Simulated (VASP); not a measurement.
# CaYbF6 (P4_2/m) in VASP: single point with r2SCAN

Aim: the single point of CaYbF6 with r2SCAN.

Program: VASP 6.6.1. These are calculated values, not measurements. Logs are shortened: lines on timing, memory, paths and dates and some standing lists are left out, and cuts for length are marked.

### Step 1. The structure

The structure is tetragonal, space group P4_2/m (No. 84). Conventional cell: a = 5.221 Å, b = 5.221 Å, c = 7.639 Å, α = 90.00°, β = 90.00°, γ = 90.00°. Ca (site symmetry 2/m) has 6 F at 2.21 to 2.46 Å as nearest neighbours. Around Yb (site symmetry -4) lie 8 F at 2.05 to 2.27 Å. F (site symmetry 1) is surrounded by 1 Yb at 2.05 Å and 1 Ca at 2.21 Å. F (site symmetry m) has 2 Yb at 2.27 Å and 3 F at 2.46 to 2.55 Å and 1 Ca at 2.46 Å as nearest neighbours.

The cell was built by a generator and needn't be a form met in nature.

### Step 2. Single point, r2SCAN

Contents of POSCAR:

```
CaYbF6
1.0
    5.2208328500      0.0000000000      0.0000000000
    0.0000000000      5.2208328500      0.0000000000
    0.0000000000      0.0000000000      7.6391441800
Ca Yb F
2 2 12
Direct
    0.0000000000      0.0000000000      0.5000000000
    0.0000000000      0.0000000000      0.0000000000
    0.5000000000      0.5000000000      0.7500000000
    0.5000000000      0.5000000000      0.2500000000
    0.2103000000      0.2550000000      0.3184000000
    0.7450000000      0.2103000000      0.8184000000
    0.7897000000      0.7450000000      0.3184000000
    0.2550000000      0.7897000000      0.8184000000
    0.7897000000      0.7450000000      0.6816000000
    0.2550000000      0.7897000000      0.1816000000
    0.2103000000      0.2550000000      0.6816000000
    0.7450000000      0.2103000000      0.1816000000
    0.3440000000      0.6769000000      0.5000000000
    0.3231000000      0.3440000000      0.0000000000
    0.6560000000      0.3231000000      0.5000000000
    0.6769000000      0.6560000000      0.0000000000
```

Contents of INCAR.step1:

```
PREC = Accurate
ENCUT = 520
ISMEAR = -1
SIGMA = 0.1
LREAL = Auto
LASPH = True
NELM = 100
NBANDS = 90
GGA = PE
ALGO = Normal
EDIFF = 1E-4
LWAVE = True
LCHARG = False
```

Contents of INCAR.step2:

```
PREC = Accurate
ENCUT = 520
EDIFF = 1E-7
ISMEAR = -1
SIGMA = 0.1
LREAL = Auto
LASPH = True
NELM = 100
ALGO = Normal
ISIF = 2
LWAVE = False
LCHARG = True
METAGGA = R2SCAN
LMIXTAU = True
LELF = True
LVHAR = True
NBANDS = 90
ISTART = 1
```

Contents of KPOINTS:

```
regular mesh
0
Gamma
  4 4 3
```

Potentials or basis: VASP PAW PBE potentials, release 64 (Ca_sv, Yb, F).

Run with:

```
cat potpaw_PBE.64/Ca_sv/POTCAR potpaw_PBE.64/Yb/POTCAR potpaw_PBE.64/F/POTCAR > POTCAR
cp INCAR.step1 INCAR
mpirun -np 1 vasp_std > vasp.out
cp INCAR.step2 INCAR
mpirun -np 1 vasp_std > vasp.out
```

OUTCAR:

```text
PREC = Accurate
   ENCUT = 520
   EDIFF = 1E-7
   ISMEAR = -1
   LREAL = Auto
   LASPH = True
   NELM = 100
   ISIF = 2
   METAGGA = R2SCAN
   ISTART = 1

 ion  position               nearest neighbor table
   1  0.000  0.000  0.500-   5 2.21   7 2.21   9 2.21  11 2.21  13 2.46  15 2.46
   2  0.000  0.000  0.000-   6 2.21   8 2.21  10 2.21  12 2.21  14 2.46  16 2.46
   3  0.500  0.500  0.750-   6 2.05   8 2.05   9 2.05  11 2.05  13 2.27  14 2.27  15 2.27  16 2.27

   4  0.500  0.500  0.250-   5 2.05   7 2.05  10 2.05  12 2.05  13 2.27  14 2.27  15 2.27  16 2.27

   5  0.210  0.255  0.318-   4 2.05   1 2.21
   6  0.745  0.210  0.818-   3 2.05   2 2.21
   7  0.790  0.745  0.318-   4 2.05   1 2.21
   8  0.255  0.790  0.818-   3 2.05   2 2.21
   9  0.790  0.745  0.682-   3 2.05   1 2.21
  10  0.255  0.790  0.182-   4 2.05   2 2.21
  11  0.210  0.255  0.682-   3 2.05   1 2.21
  12  0.745  0.210  0.182-   4 2.05   2 2.21
  13  0.344  0.677  0.500-   3 2.27   4 2.27   1 2.46
  14  0.323  0.344  0.000-   3 2.27   4 2.27   2 2.46
  15  0.656  0.323  0.500-   3 2.27   4 2.27   1 2.46
  16  0.677  0.656  0.000-   3 2.27   4 2.27   2 2.46

  LATTYP: Found a simple tetragonal cell.
 ALAT       =     5.2208328500
 C/A-ratio  =     1.4632041284

  Lattice vectors:

 A1 = (   5.2208328500,   0.0000000000,   0.0000000000)
 A2 = (   0.0000000000,   5.2208328500,   0.0000000000)
 A3 = (   0.0000000000,   0.0000000000,   7.6391441800)

Analysis of symmetry for initial positions (statically):
=====================================================================
 Subroutine PRICEL returns:
 Original cell was already a primitive cell.

 Routine SETGRP: Setting up the symmetry group for a
 simple tetragonal supercell.

 Subroutine GETGRP returns: Found  8 space group operations
 (whereof  4 operations were pure point group operations)
 out of a pool of 16 trial point group operations.

The static configuration has the point symmetry C_2h.
 The point group associated with its full space group is C_4h.

Analysis of symmetry for dynamics (positions and initial velocities):
=====================================================================
 Subroutine PRICEL returns:
 Original cell was already a primitive cell.

 Routine SETGRP: Setting up the symmetry group for a
 simple tetragonal supercell.

 Subroutine GETGRP returns: Found  8 space group operations
 (whereof  4 operations were pure point group operations)
 out of a pool of 16 trial point group operations.

The dynamic configuration has the point symmetry C_2h.
 The point group associated with its full space group is C_4h.

 Subroutine INISYM returns: Found  8 space group operations
 (whereof  4 operations are pure point group operations),
 and found     1 'primitive' translations

----------------------------------------------------------------------------------------

                                     Primitive cell

  volume of cell :     208.2209

  direct lattice vectors                    reciprocal lattice vectors
     5.220832850  0.000000000  0.000000000     0.191540321  0.000000000  0.000000000
     0.000000000  5.220832850  0.000000000     0.000000000  0.191540321  0.000000000
     0.000000000  0.000000000  7.639144180     0.000000000  0.000000000  0.130904716

  length of vectors
     5.220832850  5.220832850  7.639144180     0.191540321  0.191540321  0.130904716

  position of ions in fractional coordinates (direct lattice)
     0.000000000  0.000000000  0.500000000
     0.000000000  0.000000000  0.000000000
     0.500000000  0.500000000  0.750000000
     0.500000000  0.500000000  0.250000000
     0.210300000  0.255000000  0.318400000
     0.745000000  0.210300000  0.818400000
[... 8 lines left out ...]
     0.656000000  0.323100000  0.500000000
     0.676900000  0.656000000  0.000000000

  ion indices of the primitive-cell ions
   primitive index   ion index
                 1           1
                 2           2
                 3           3
                 4           4
                 5           5
                 6           6
[... 8 lines left out ...]
                15          15
                16          16

----------------------------------------------------------------------------------------

 KPOINTS: regular mesh

Automatic generation of k-mesh.
 Grid dimensions read from file:
 generate k-points for:    4    4    3

 Generating k-lattice:

  Cartesian coordinates                     Fractional coordinates (reciprocal lattice)
     0.047885080  0.000000000  0.000000000     0.250000000  0.000000000  0.000000000
     0.000000000  0.047885080  0.000000000     0.000000000  0.250000000  0.000000000
     0.000000000  0.000000000  0.043634905     0.000000000  0.000000000  0.333333333

  Length of vectors
     0.047885080  0.047885080  0.043634905

  Shift w.r.t. Gamma in fractional coordinates (k-lattice)
     0.000000000  0.000000000  0.000000000

 Subroutine IBZKPT returns following result:
 ===========================================

 Found     12 irreducible k-points:

 Following reciprocal coordinates:
            Coordinates               Weight
  0.000000  0.000000  0.000000      1.000000
  0.250000  0.000000  0.000000      4.000000
  0.500000  0.000000  0.000000      2.000000
  0.250000  0.250000  0.000000      4.000000
  0.500000  0.250000  0.000000      4.000000
  0.500000  0.500000  0.000000      1.000000
  0.000000  0.000000  0.333333      2.000000
  0.250000  0.000000  0.333333      8.000000
  0.500000  0.000000  0.333333      4.000000
  0.250000  0.250000  0.333333      8.000000
  0.500000  0.250000  0.333333      8.000000
  0.500000  0.500000  0.333333      2.000000
   k-points           NKPTS =     12   k-points in BZ     NKDIM =     12   number of bands    NBANDS=     90
   number of dos      NEDOS =    301   number of ions     NIONS =     16
   total plane-waves  NPLWV =  96000
   dimension x,y,z NGX =    40 NGY =   40 NGZ =   60
   dimension x,y,z NGXF=    80 NGYF=   80 NGZF=  120
   ions per type =               2   2  12
   NGX,Y,Z   is equivalent  to a cutoff of  12.74, 12.74, 13.06 a.u.
   NGXF,Y,Z  is equivalent  to a cutoff of  25.47, 25.47, 26.11 a.u.
 SYSTEM =  unknown system
   PREC   = accura    normal or accurate (medium, high low for compatibility)
   ISTART =      1    job   : 0-new  1-cont  2-samecut
   ICHARG =      0    charge: 1-file 2-atom 10-const
   ISPIN  =      1    spin polarized calculation?
   LNONCOLLINEAR =      F non collinear calculations
   LSORBIT =      F    spin-orbit coupling
   LASPH  =      T    aspherical Exc in radial PAW
   ENCUT  =  520.0 eV  38.22 Ry    6.18 a.u.   9.71  9.71 14.20*2*pi/ulx,y,z
   NELM   =    100;   NELMIN=  2; NELMDL=  0     # of ELM steps
   EDIFF  = 0.1E-06   stopping-criterion for ELM
   LREAL  =      T    real-space projection
   EDIFFG = 0.1E-05   stopping-criterion for IOM
   NSW    =      0    number of steps for IOM
   IBRION =     -1    ionic relax: 0-MD 1-quasi-New 2-CG
   NFREE  =      0    steps in history (QN), initial steepest desc. (CG)
   ISIF   =      2    stress and relaxation
   ISYM   =      2    0-nonsym 1-usesym 2-fastsym
   POTIM  = 0.5000    time-step for ionic-motion
   TEBEG  =    0.0;   TEEND  =   0.0 temperature during run
   PSTRESS=    0.0 pullay stress
   NELECT =     152.0000    total number of electrons
   NUPDOWN=      -1.0000    fix difference up-down
   EMIN   =  10.00;   EMAX   =-10.00  energy-range for DOS
   EFERMI =   0.00;   METHOD = LEGACY
   ISMEAR =    -1;   SIGMA  =   0.10  broadening in eV -4-tet -1-fermi 0-gaus
   EFERMI_NEDOS =   21; number of points for ismear=-14 and -15
   IALGO  =     38    algorithm
   IMIX   =      4    mixing-type and parameters
     AMIX     =   0.40;   BMIX     =  1.00
     AMIX_MAG =   1.60;   BMIX_MAG =  1.00
  volume/ion in A,a.u.               =      13.01        87.82
  Fermi-wavevector in a.u.,A,eV,Ry     =   1.474058  2.785566 29.563382  2.172847
  Thomas-Fermi vector in A             =   2.588876
   LORBIT       =      0    0 simple, 1 ext, 2 COOP (PROOUT), +10 PAW based schemes
   METAGGA = R2SCAN    functional components
   LHFCALC =     F    Hartree Fock is set to
   AEXX    =    0.0000 exact exchange contribution
   IVDW    =     0    specifies the selected vdW correction
   LEPSILON=     F    determine dielectric tensor
   LRPA    =     F    only Hartree local field effects (RPA)
 non-spin polarized calculation
  energy-cutoff  :      520.00
  volume of cell :      208.22
 maximum number of plane-waves:      5640
 NGX is ok and might be reduce to    40
   NGX = 19   NGY = 19   NGZ = 29

 number of electron     152.0000022 magnetization

 Free energy of the ion-electron system (eV)
  ---------------------------------------------------
  ext. energy  EPLUGINS =         0.00000000
  ---------------------------------------------------
  free energy    TOTEN  =      -177.64248658 eV

  energy without entropy =     -176.74856837  energy(sigma->0) =     -177.19552747

 E-fermi :  -2.3571     XC(G=0): -10.5654

 val. band max:       -2.3575565554   @ k =   0.2500   0.2500   0.0000
 cond. band min:      -2.3344517968   @ k =   0.2500   0.0000   0.0000
 fundamental gap:      0.0231047587
 Fermi energy:        -2.3571173647

 k-point     1 :       0.0000    0.0000    0.0000
  band No.  band energies     occupation
      1     -53.6407      2.00000
      2     -53.6357      2.00000
      3     -39.8607      2.00000
      4     -39.8521      2.00000
      5     -26.1643      2.00000
      6     -26.1643      2.00000
[... 80 lines left out ...]
     87       8.2560      0.00000
     88       8.4264      0.00000

 k-point     2 :       0.2500    0.0000    0.0000
  band No.  band energies     occupation
      1     -53.6407      2.00000
      2     -53.6357      2.00000
      3     -39.8607      2.00000
      4     -39.8520      2.00000
      5     -26.1704      2.00000
      6     -26.1317      2.00000
[... 899 lines left out ...]
     87       8.3333      0.00000
     88       8.5083      0.00000

 k-point    12 :       0.5000    0.5000    0.3333
  band No.  band energies     occupation
      1     -53.6394      2.00000
      2     -53.6369      2.00000
      3     -39.8584      2.00000
      4     -39.8541      2.00000
      5     -26.1423      2.00000
      6     -26.1423      2.00000
[... 80 lines left out ...]
     87       8.4055      0.00000
     88       8.5392      0.00000
 [bands above 88 left out]

------------------------ aborting loop because EDIFF is reached ----------------------------------------

  FORCE on cell =-STRESS in cart. coord.  units (eV):
  Direction    XX          YY          ZZ          XY          YZ          ZX
  --------------------------------------------------------------------------------------
  -------------------------------------------------------------------------------------
  Total        9.8248669      9.8248669      5.5065243      0.0001640      0.0000000      0.0000000
  in kB       75.5984645     75.5984645     42.3705262      0.0012623      0.0000000      0.0000000
  external PRESSURE =      64.5224851 kB  Pullay stress =       0.0000000 kB

 VOLUME and BASIS-vectors are now :
 -----------------------------------------------------------------------------
  energy-cutoff  :      520.00
  volume of cell :      208.22
      direct lattice vectors                 reciprocal lattice vectors
     5.220832850  0.000000000  0.000000000     0.191540321  0.000000000  0.000000000
     0.000000000  5.220832850  0.000000000     0.000000000  0.191540321  0.000000000
     0.000000000  0.000000000  7.639144180     0.000000000  0.000000000  0.130904716

 POSITION                                       TOTAL-FORCE (eV/Angst)
 -----------------------------------------------------------------------------------
      0.00000      0.00000      3.81957         0.000000      0.000000     -0.000000
      0.00000      0.00000      0.00000         0.000000      0.000000     -0.000000
      2.61042      2.61042      5.72936         0.000000      0.000000     -0.000000
      2.61042      2.61042      1.90979         0.000000      0.000000     -0.000000
      1.09794      1.33131      2.43230        -0.693038     -0.554254      0.091532
      3.88952      1.09794      6.25188         0.554254     -0.693038      0.091532
[... 8 lines left out ...]
      3.42487      1.68685      3.81957         0.321716     -0.437225     -0.000000
      3.53398      3.42487      0.00000         0.437225      0.321716     -0.000000
 -----------------------------------------------------------------------------------
    total drift:                               -0.000000     -0.000000     -0.000000

  FREE ENERGIE OF THE ION-ELECTRON SYSTEM (eV)
  ---------------------------------------------------
  free  energy   TOTEN  =      -177.6424865762 eV

  energy  without entropy=     -176.7485683709  energy(sigma->0) =     -177.19552747
```

Run time: 69 min. Hardware: 1 thread of Intel Xeon 6975P-C (Granite Rapids), shared host; peak memory 0.41 GiB.

What came out:

| Quantity | Value |
| --- | --- |
| Free energy | -177.6425 eV |
| Pressure | 6.5 GPa |
| Largest force | 0.892 eV/Å |
| Band gap on the k mesh | none (metal or under the smearing width) |

Forces in eV/Å, atoms in the order of the input:
```
Ca   0.000  0.000  0.000
Ca   0.000  0.000  0.000
Yb   0.000  0.000  0.000
Yb   0.000  0.000  0.000
F   -0.693 -0.554  0.092
F    0.554 -0.693  0.092
F    0.693  0.554  0.092
F   -0.554  0.693  0.092
F    0.693  0.554 -0.092
F   -0.554  0.693 -0.092
F   -0.693 -0.554 -0.092
F    0.554 -0.693 -0.092
F   -0.322  0.437  0.000
F   -0.437 -0.322  0.000
F    0.322 -0.437  0.000
F    0.437  0.322  0.000
```

Levels at points of the mesh, in eV from the Fermi level:
```tsv
k point	band 76	band 77	band 78	band 79	band 80	band 81
(0.00, 0.00, 0.00)	-0.04	0.05	0.05	8.73	9.61	9.71
(0.50, 0.00, 0.00)	-0.07	0.03	0.07	9.32	9.67	9.79
(0.50, 0.50, 0.00)	-0.10	-0.03	-0.03	9.54	9.76	9.99
```

Caveat: the PAW data sets were made with another functional, which shifts forces and pressure a little; without U or exact exchange the open f shell lies at the Fermi level, which spoils levels, moments and volumes.
